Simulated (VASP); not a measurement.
OSZICAR of a VASP run on GdGa2 (space group P6/mmm):

OSZICAR:
```
       N       E                     dE             d eps       ncg     rms          rms(c)
DAV:   1     0.198425870836E+03    0.19843E+03   -0.16414E+04  2129   0.251E+03
DAV:   2     0.457291946750E+01   -0.19385E+03   -0.19042E+03  2170   0.457E+02
DAV:   3    -0.135173051376E+02   -0.18090E+02   -0.17861E+02  2450   0.121E+02
DAV:   4    -0.139526728090E+02   -0.43537E+00   -0.42952E+00  2687   0.197E+01
DAV:   5    -0.139622964987E+02   -0.96237E-02   -0.96205E-02  2431   0.259E+00    0.261E+01
DAV:   6    -0.137730780004E+02    0.18922E+00   -0.43387E-01  2559   0.110E+01    0.155E+01
DAV:   7    -0.137418231191E+02    0.31255E-01   -0.20739E-01  2826   0.513E+00    0.905E-01
DAV:   8    -0.137384068285E+02    0.34163E-02   -0.25455E-02  2372   0.212E+00    0.366E-01
DAV:   9    -0.137376913224E+02    0.71551E-03   -0.73077E-03  2514   0.566E-01    0.299E-01
DAV:  10    -0.137376520427E+02    0.39280E-04   -0.63702E-04  2423   0.165E-01    0.476E-02
DAV:  11    -0.137376552536E+02   -0.32109E-05   -0.29082E-05  2595   0.366E-02    0.503E-02
DAV:  12    -0.137376533141E+02    0.19395E-05   -0.12647E-05  2581   0.192E-02    0.618E-03
DAV:  13    -0.137376533615E+02   -0.47400E-07   -0.90772E-07  2499   0.689E-03
   1 F= -.13737653E+02 E0= -.13737738E+02  d E =-.137377E+02
```

Q: Which electronic solver shows in the log?

A: It is blocked Davidson (ALGO = Normal, or the opening steps of other solvers). The INCAR had ALGO = Normal.

Q: Can the final energy be trusted as converged?

A: The run converged. It stopped with EDIFF = 1E-7, NELM = 100, NSW = 30 and EDIFFG = -0.01 after 1 ionic step (PBEsol GGA, plane waves, VASP's PBE PAW potentials (set 64)). The 4f electrons are frozen in the core of the lanthanide potential, so 4f levels, which can set the real gap, and their magnetism are missing.

The structure comes from a computed database's GdGa2 entry (P6/mmm); how it stands against other phases isn't given here. This cell was strained or had an atom moved on purpose. The electron count is odd and the run is not spin-polarised, which forces a metal.
